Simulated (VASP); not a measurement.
OSZICAR of a VASP run on CsPbCl3 (space group R32):

**OSZICAR**
```
       N       E                     dE             d eps       ncg     rms          rms(c)
DAV:   1     0.375900255578E+03    0.37590E+03   -0.16814E+04   684   0.123E+03
DAV:   2     0.211614124821E+02   -0.35474E+03   -0.34795E+03   890   0.324E+02
DAV:   3    -0.174817235340E+02   -0.38643E+02   -0.38511E+02   768   0.121E+02
DAV:   4    -0.190341366466E+02   -0.15524E+01   -0.15489E+01   984   0.315E+01
DAV:   5    -0.190659614016E+02   -0.31825E-01   -0.31809E-01   862   0.355E+00    0.536E+00
DAV:   6    -0.183843885784E+02    0.68157E+00   -0.14873E+00  1014   0.144E+01    0.337E+00
DAV:   7    -0.183509671456E+02    0.33421E-01   -0.55873E-01  1018   0.492E+00    0.160E+00
DAV:   8    -0.183600728808E+02   -0.91057E-02   -0.76236E-02   966   0.241E+00    0.270E-01
DAV:   9    -0.183591937564E+02    0.87912E-03   -0.18766E-02  1002   0.117E+00    0.126E-01
DAV:  10    -0.183596466299E+02   -0.45287E-03   -0.19818E-03   896   0.330E-01    0.337E-02
DAV:  11    -0.183597105922E+02   -0.63962E-04   -0.17432E-04   856   0.964E-02    0.154E-02
DAV:  12    -0.183597142619E+02   -0.36697E-05   -0.35566E-05   848   0.810E-02    0.669E-03
DAV:  13    -0.183597141527E+02    0.10920E-06   -0.51389E-06   866   0.132E-02
   1 F= -.18359714E+02 E0= -.18359714E+02  d E =-.183597E+02
       N       E                     dE             d eps       ncg     rms          rms(c)
DAV:   1    -0.183961628704E+02   -0.36449E-01   -0.92824E-01   916   0.108E+01    0.104E+00
DAV:   2    -0.183665479225E+02    0.29615E-01   -0.65514E-02   912   0.258E+00    0.342E-01
DAV:   3    -0.183619186302E+02    0.46293E-02   -0.17445E-02   880   0.139E+00    0.161E-01
DAV:   4    -0.183618009695E+02    0.11766E-03   -0.57056E-04  1020   0.206E-01    0.878E-02
DAV:   5    -0.183617679843E+02    0.32985E-04   -0.11928E-04   814   0.112E-01    0.227E-02
DAV:   6    -0.183617649638E+02    0.30205E-05   -0.13505E-05   850   0.303E-02    0.392E-03
DAV:   7    -0.183617651146E+02   -0.15075E-06   -0.18005E-06   544   0.132E-02
   2 F= -.18361765E+02 E0= -.18361765E+02  d E =-.205096E-02
```

Question: Which electronic solver shows in the log?

Answer: It is blocked Davidson (ALGO = Normal, or the opening steps of other solvers). The INCAR had ALGO = Normal.

Question: Can the final energy be trusted as converged?

Answer: Self-consistency was reached. It stopped with EDIFF = 1E-6, NELM = 100, NSW = 60 and EDIFFG = -0.02 after 2 ionic steps (PBEsol GGA, plane waves, VASP's PBE PAW potentials (set 64)).

The structure comes from a computed database's CsPbCl3 entry (R32); how it stands against other phases isn't given here. This run relaxes it. Symmetry was kept, so distortions that lower it aren't found. The start is the result of an earlier pass.
